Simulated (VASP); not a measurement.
## Sc: energy against strain

Sc (hcp, P6_3/mmc, 23.630 Å³/atom and stress up to 0.14 GPa in the relaxed cell, c along z) under a strain ε along c (axis z), the other axes held. PBEsol in VASP (plane waves, PAW), 480 eV, 18×18×8 Γ-centred mesh, Methfessel-Paxton smearing 0.10 eV; ions are relaxed, or left where forces stay under 0.02 eV/Å, within the symmetry of each cell. Against the start cell, which lies near the measured one, the relaxed cell differs by -5.5 % in volume and -3.6 % in c; the values below rest on it.

Here s stands for strain and y for E less E0.

| strain (%) | E less E0 (meV/atom) |
|---|---|
| -1.50 | 1.67 |
| -1.00 | 0.69 |
| -0.50 | 0.13 |
| 0.00 | 0.00 |
| 0.50 | 0.27 |
| 1.00 | 0.91 |
| 1.50 | 1.89 |
| 3.00 | ? |

**Question.** Using a parabola, estimate the missing y at s = 3.00 from the other rows, showing the fit.

**Answer.** Least squares gives y = 0.004 + 0.0886·s + 0.7905·s². Residuals (row less fit): 0.020, -0.016, -0.027, -0.004, 0.024, 0.027, -0.026; standard error 0.029 (degrees of freedom: 4). Twice the quadratic coefficient over the volume, 2 × 0.7905 meV × 10⁴ × 0.1602 / 23.630 Å³, is the elastic constant C33 = about 110 GPa. At the withheld row, y = 0.004 + 0.0886 × 3.0 + 0.7905 × 3.0² = 7.384 meV/atom. The calculation gives 6.83 meV/atom, 0.554 meV/atom below the prediction (8.1 % of the range of y in the table). The row lies outside the fitted rows, so this is an extrapolation. From the scatter of the fitted rows alone, a prediction at this place has a standard error of 0.111 meV/atom, so the miss is 5.0 times that.

A polynomial of degree 3 through the 12 other runs of the series gives 6.82 there, so most of the miss is curvature that the fit leaves out. In a metal these values are sensitive to mesh and smearing; energies are taken to zero smearing, stresses follow the free energy. The runs aren't spin-polarised. Rows are the converged runs of the series near zero and its far end, less any whose ions stayed unrelaxed beside relaxed ones; series whose fitted rows scatter by over a few per cent of the range, as at a crossing or softening among them, aren't shown in this form. Most that stay on the fit to the last digits aren't either.
